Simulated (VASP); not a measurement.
Input:

```
CELL_PARAMETERS angstrom
      4.64109     0.00000     0.00000
      0.00000     4.64109     0.00000
      0.00000     0.00000     3.06674
ATOMIC_POSITIONS crystal
  Mg 0.00000 0.00000 0.00000
  Mg 0.50000 0.50000 0.50000
  F  0.30275 0.30275 0.00000
  F  0.80275 0.19725 0.50000
  F  0.19725 0.80275 0.50000
  F  0.69725 0.69725 0.00000
```

The numbers are results of optB86b-vdW, VASP's PBE PAW potentials (set 64) (plane waves; VASP), not measurements. Run with 520 eV cut-off, 5×5×7 Γ-centred mesh, Gaussian smearing of 0.050 eV, potentials Mg F.

Q: Estimate the energy per atom (σ→0), band gap (on the k-mesh) with the smallest direct gap where there is one.

A: 
```json
{
  "band gap (on the k-mesh)": "7.08 eV",
  "smallest direct gap (on the k-mesh)": "7.08 eV",
  "energy per atom (σ→0)": "-3.602 eV/atom"
}
```

The absolute energy has meaning only against runs of the same code, potentials and settings.

The compound is MgF2 in the rutile structure. It was relaxed first.
